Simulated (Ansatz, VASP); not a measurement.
# CsSnI3 in two plane-wave programs, part 2 of 2

Aim: how closely do two programs agree when they are given the same cell, functional and k mesh? The cell is taken from a series of runs on this material, whose earlier steps may have relaxed, scaled, displaced or heated it; both programs get it as it stands.

VASP 6.6.1 and Ansatz 0.2.0.

So far: The structure; VASP: G0W0 gap, PBEsol.

## (3) Ansatz: G0W0 gap, PBEsol

Level of this step: Ansatz beside VASP: G0W0 on Kohn-Sham DFT, plane waves, PBEsol (Ansatz).

Ansatz runs on its PAW soft_1 files.

The same cell, functional and mesh now go to Ansatz, which takes its cutoff from its data sets.

Contents of input.yaml:

```yaml
crystal:
  lattice:
    - [6.286228, 0.0, 0.0]
    - [0.0, 6.286228, 0.0]
    - [0.0, 0.0, 6.286228]
  atoms:
    - { symbol: Cs, position: [0.5, 0.5, 0.5] }
    - { symbol: Sn, position: [0.0, 0.0, 0.0] }
    - { symbol: I, position: [0.5, 0.0, 0.0] }
    - { symbol: I, position: [0.0, 0.0, 0.5] }
    - { symbol: I, position: [0.0, 0.5, 0.0] }
kpoints:
  mp_grid: { grid: [2, 2, 2] }
hamiltonian:
  xc: pbesol
  pseudopotentials: { kind: paw, azcp: { folder: soft_1 }, xc_functional: pbe }
scf:
  occupations: { method: fixed }
gw:
  n_empty_bands: 564
  ecut_chi: 100
  qp_bands: [v2, c2]
  qp_kpoints: band_edges
  screening: { model: contour_deformation }
```

Started as:

```console
> ansatz run input.yaml --threads 3 --pin off --max-ram 92160MiB --backend cuda --events-out ev --progress --plain --runs-dir out --devices 1 --max-vram 13GiB
```

Numbers of over 12 decimals in the logs are rounded to 6 here.

Output:

```text
GPUs: using 1 of 1 available (devices: 1).
Engine: ansatz 0.2.0, x86_64-unknown-linux-gnu
Pseudopotentials: kind: paw
Pseudopotential: Cs, paw, valence charge 9, recommended cutoff 420 eV (normal), soft_1/Cs.paw.azcp
Pseudopotential: Sn, paw, valence charge 14, recommended cutoff 420 eV (normal), soft_1/Sn.paw.azcp
Pseudopotential: I, paw, valence charge 17, recommended cutoff 420 eV (normal), soft_1/I.paw.azcp
Functional definition: PBEsol
  exchange = pbesol_x
  correlation = pbesol_c
concurrent solve slots: 2 of 3 are kept, ahead of what memory takes: no pass of the eigensolver takes more rounds on 2
device memory: the entry about to start is reckoned to put 2.3 GiB on a device that reports 38.8 GiB free (of which the cap on the GPU budget leaves the run 13.0 GiB)
GPU FFT provider: cuFFT
GPU libraries: cuBLAS 13.8.2, cuFFT 12.4.0, cuSOLVER 12.3.4
Crystal: 5 atoms, lattice volume = 248.411 Å³
Basis set: ecut = 420 eV, 4945 PW (Γ)
Bands: 45, of which v1, the nominal top of the filled ones, is band 37 counted from 1 (36 counted from 0)
Symmetry: 48 space group operations
Space group: Pm-3m (ITA 221), of the structure as read, at distance tolerance 6.3e-5 Å
k-points: 4 of 8
Non-local potential: Cs, projectors of the file, l = 0: 3, l = 1: 2, l = 2: 2, l = 3: 2
Non-local potential: Sn, projectors of the file, l = 0: 2, l = 1: 2, l = 2: 2, l = 3: 1
Non-local potential: I, projectors of the file, l = 0: 2, l = 1: 2, l = 2: 2, l = 3: 1
PAW form: soft (Blöchl's): semilocal exchange-correlation on the pseudo side does not see the compensation charge
PAW frozen core: Cs, regenerated for the run's functional, and the local potential with it (the file was generated under x = pbe(κ = 0.804, μ = 0.219515), c = pbe(β = 0.066725))
PAW frozen core: Sn, regenerated for the run's functional, and the local potential with it (the file was generated under x = pbe(κ = 0.804, μ = 0.219515), c = pbe(β = 0.066725))
PAW frozen core: I, regenerated for the run's functional, and the local potential with it (the file was generated under x = pbe(κ = 0.804, μ = 0.219515), c = pbe(β = 0.066725))
PAW one-centre angular grid: Cs, 194 points (default); XC on 64 Gauss nodes
PAW one-centre angular grid: Sn, 590 points (default); XC on 64 Gauss nodes
PAW one-centre angular grid: I, 590 points (default); XC on 64 Gauss nodes
Initial density: superposition of atomic densities (chi_scale 0.1, normalization cell, long waves kept (reshape's long-wave potential 0.00 eV rms))
Initial wavefunctions: pseudopotential atomic-orbital guess
GPU buffer pool allocated for 91125 grid points (all kernels)
GPU transforms: local potential and band sums: pruned to the plane-wave sphere, on 45×45×45
Functional: x = pbesol(κ = 0.804, μ = 0.123457), c = pbesol(β = 0.046)
SCF iter   1: F=—  HF=-33837.883445 eV  |F-HF|=—  |Δ(HF+E_count)|=         —  Δρ=2.28e-2  dr2=2.81e0  ethr=3.10e-3  ⟨swp⟩=4.8  Hψ=602  notcnv=0  defer=21
preconditioner: auto → Resta (q_TF=auto, 2.230 Å⁻¹)  ε∞=3.1  [insulator: Δε(μ)=0.110 eV  Ē_g=9.096 eV  n_scr=32 (ndim 8)  ℏωp=13.3 eV  f_vac=0.090  ε∞_Penn≈3.1]
SCF iter   2: F=—  HF=-33836.908461 eV  |F-HF|=—  |Δ(HF+E_count)|=   9.75e-1  Δρ=9.54e-3  dr2=6.45e-1  ethr=3.10e-3  ⟨swp⟩=4.0  Hψ=334  notcnv=0  defer=21
SCF iter   3: F=—  HF=-33836.638920 eV  |F-HF|=—  |Δ(HF+E_count)|=   2.70e-1  Δρ=2.78e-3  dr2=6.47e-2  ethr=8.71e-4  ⟨swp⟩=3.0  Hψ=289  notcnv=0  defer=21
SCF iter   4: F=—  HF=-33836.615597 eV  |F-HF|=—  |Δ(HF+E_count)|=   2.33e-2  Δρ=1.19e-3  dr2=6.02e-3  ethr=8.74e-5  ⟨swp⟩=4.2  Hψ=340  notcnv=0  defer=22
SCF iter   5: F=—  HF=-33836.615103 eV  |F-HF|=—  |Δ(HF+E_count)|=   4.94e-4  Δρ=3.09e-4  dr2=3.68e-4  ethr=8.14e-6  ⟨swp⟩=2.5  Hψ=367  notcnv=0  defer=23
SCF iter   6: F=—  HF=-33836.615435 eV  |F-HF|=—  |Δ(HF+E_count)|=   3.32e-4  Δρ=1.04e-4  dr2=2.89e-5  ethr=4.98e-7  ⟨swp⟩=2.0  Hψ=261  notcnv=0  defer=22
SCF iter   7: F=—  HF=-33836.615452 eV  |F-HF|=—  |Δ(HF+E_count)|=   1.74e-5  Δρ=2.83e-5  dr2=2.09e-6  ethr=3.91e-8  ⟨swp⟩=2.0  Hψ=263  notcnv=0  defer=21
SCF iter   8: F=—  HF=-33836.615457 eV  |F-HF|=—  |Δ(HF+E_count)|=   4.75e-6  Δρ=7.21e-6  dr2=2.49e-7  ethr=2.83e-9  ⟨swp⟩=2.0  Hψ=316  notcnv=0  defer=23
SCF iter   9: F=-33836.615458 eV  HF=-33836.615458 eV  |F-HF|=5.38e-8  |Δ(HF+E_count)|=   2.88e-7  Δρ=2.44e-6  dr2=2.53e-8  ethr=1.35e-10  ⟨swp⟩=13.5  Hψ=886  notcnv=0
SCF 1 converged in 9 iterations: F = -33836.615458 eV  dr2 = 2.53e-8
  greatest PAW one-centre occupation: 0.999 electrons in one spin orbital (limit 2), on the I atom at site 2 (counted from 0), in its partial waves of l = 2
concurrent solve slots: 2 of 3 are kept, ahead of what memory takes: no pass of the eigensolver takes more rounds on 2
device memory: the entry about to start is reckoned to put 2.8 GiB on a device that reports 38.9 GiB free (of which the cap on the GPU budget leaves the run 13.0 GiB)
NSCF: frozen V_eff on 4 k-points
the band table was solved once the SCF had ended and its energy, with any forces and stress, was formed, with the checks that follow a solve (818 applications of the Hamiltonian). They found nothing against the state; the energy, forces and stress were not computed again (output.eigenvalues in the input reference)
concurrent solve slots: 2 of 3 are kept, ahead of what memory takes: no pass of the eigensolver takes more rounds on 2
device memory: the entry about to start is reckoned to put 3.9 GiB on a device that reports 42.3 GiB free (of which the cap on the GPU budget leaves the run 13.0 GiB)
NSCF: frozen V_eff on 4 k-points
G₀W₀ screening: q 1/4
[... further progress lines ...]
SCF converged after 9 iterations
Free energy (F): -33836.615458 eV
Harris-Foulkes:  -33836.615458 eV  (|F-HF|=5.38e-8)
Internal energy: -33836.615458 eV  (E = F + TS)
E sigma→0 (E₀):  -33836.615458 eV
Fermi energy:    4.634090 eV
--- Per-component energies (eV) ---
  E_band       = -1447.203055
  E_kinetic    = 787.524634
  E_local      = -9644.598461  (includes V_loc(G=0)·N_el)
  E_nonlocal   = 526.018141
  E_hartree    = 4375.421269
  E_xc         = -623.169457
  E_vxc        = -548.614876  (∫ρ·V_xc dr)
  E_paw        = -23384.148145  (= ΣΔE_a)
  E_vpaw       = -1318.358623  (= ΣTr[D̂ρ^β])
  E_aug_tail   = -0.007129  (compensation charges beyond the density's cutoff)
  E_ewald      = -5875.321721
  E_core_change = 1.665411  (= ΣΔE_core)
  E_smearing   = -0.000000  (= −TS)
  E_closure    = -0.000000  (closes the sum)
  Σ components = -33836.615458   (vs F -33836.615458, Δ=0.00e0)
--- Band table (eV) ---
  k-point 0: bands = [... 33 lower, 2.6503, 2.7872, 2.7872, 2.7872, 6.9621, 8.0115, 8.0115, 8.3038, ... 4 higher]
  k-point 1: bands = [... 33 lower, 2.4986, 2.6798, 2.6798, 3.2358, 5.7372, 8.4846, 8.6900, 8.8769, ... 4 higher]
  k-point 2: bands = [... 33 lower, 2.3513, 2.4178, 3.2056, 3.9403, 5.4209, 5.4209, 8.5723, 9.0142, ... 4 higher]
  k-point 3: bands = [... 33 lower, 3.2201, 3.2201, 3.2201, 4.6341, 4.9782, 4.9782, 4.9782, 7.8199, ... 4 higher]
--- G₀W₀: contour deformation, 8 samples at zero and on the imaginary axis and 1 off it, 8 q-points, 564 empty bands' worth ---
  eigenvalues of the whole cell's RPA ε∞ on this k-mesh (on a slab, of 1 + 4πα/V) = 268.3835, 268.3835, 268.3835; static W/v taken at q = 0 is 0.003726
  bands read: the sum over 601 bands ends inside a degenerate multiplet in 2 slots, whose members it reads at an even weight; the widest, k=0: bands 601 to 602 (counted from 1) at 1/2 each
  gw.qp_kpoints: band_edges: 4 of 4 stored k-points solved, in 1 pass; an edge of the gap read off the rows below is read off those points alone
    ik  band        ε_KS         Σx   Σc(E_QP)       V_xc       Z   E_QP_lin       E_QP  E_QP is
     0    36      2.7872   -17.0297     2.3693   -14.0401  0.7113     2.1427     2.1669  root
     0    37      2.7872   -17.0297     2.3693   -14.0401  0.7113     2.1427     2.1669  root
     0    38      6.9621    -3.5560    -3.6173    -7.2059  0.7823     6.9948     6.9947  root
     0    39      8.0115    -3.2053    -3.5868    -6.8714  0.7796     8.0909     8.0906  root
     1    36      2.6798   -16.7931     2.4352   -13.7151  0.7096     2.0085     2.0370  root
     1    37      3.2358   -17.2816     1.7602   -15.0711  0.7199     2.7742     2.7855  root
     1    38      5.7372    -8.0167    -3.9614   -12.1981  0.7300     5.9595     5.9573  root
     1    39      8.4846    -4.8695    -3.7724    -8.8040  0.7731     8.6478     8.6467  root
     2    36      3.2056   -17.3975     2.3372   -14.4229  0.7178     2.5424     2.5681  root
     2    37      3.9403   -17.0638     1.3537   -15.3187  0.7303     3.5418     3.5490  root
     2    38      5.4209    -8.1280    -3.8435   -12.1827  0.7345     5.6339     5.6320  root
     2    39      5.4209    -8.1280    -3.8435   -12.1827  0.7345     5.6339     5.6320  root
     3    36      3.2201   -17.4484     2.3378   -14.4733  0.7179     2.5572     2.5828  root
     3    37      4.6341   -17.0578     1.0220   -15.6986  0.7360     4.2919     4.2968  root
     3    38      4.9782    -7.6327    -3.7980   -11.6482  0.7411     5.1976     5.1957  root
     3    39      4.9782    -7.6327    -3.7980   -11.6482  0.7411     5.1976     5.1957  root
```

## (4) Differences

Known differences besides the potentials themselves: fixed occupations in Ansatz, narrow Gaussian smearing in VASP; the data sets hold 74 valence electrons in Ansatz (on its PAW soft_1 files) and 44 in VASP; the cutoff is 420 eV in Ansatz and 300 eV in VASP; Ansatz makes its cores anew for this functional, VASP keeps those of its PBE data sets; VASP leaves aspherical gradient terms in its spheres out (LASPH is not set), Ansatz keeps them; Ansatz integrates over frequency by contour deformation, VASP on a grid of NOMEGA points; Ansatz's G0W0 levels solve the quasiparticle equation, VASP's are linearised. Total energies have different zeros and are not compared.

The two programs side by side:

```
                   quantity  Ansatz  VASP  difference
  G0W0 gap on the mesh (eV)    0.90  0.95       -0.06
Kohn-Sham gap under it (eV)    0.34  0.33       +0.01
```

VASP's log warns that its frequency grid doesn't suit quasiparticle energies on this mesh.

## (5) Outcome

```yaml
difference_in_g0w0_gap_on_the_mesh_g0w0_gap_pbesol: -0.056 eV
```

What this shows: The difference in G0W0 gap on the mesh is -0.056 eV (G0W0 gap, PBEsol). The data sets hold unlike numbers of valence electrons (74 in Ansatz and 44 in VASP), so part of the differences may come from the potentials. How closely two codes agree says nothing of how well the functional describes the real material.

[Lines on the potential files, build, host, timing and source positions are cut from VASP's logs without a mark.]

[Logs are printed without paths, hosts, clocks, repeated set-up lines and the standing remarks that a program may print on its own settings, such as how far it seeks lower states.]

[Hosts, paths, dates, database ids (printed as entryN), source tags and the programs' standing remarks are cut or masked in the printed files.]
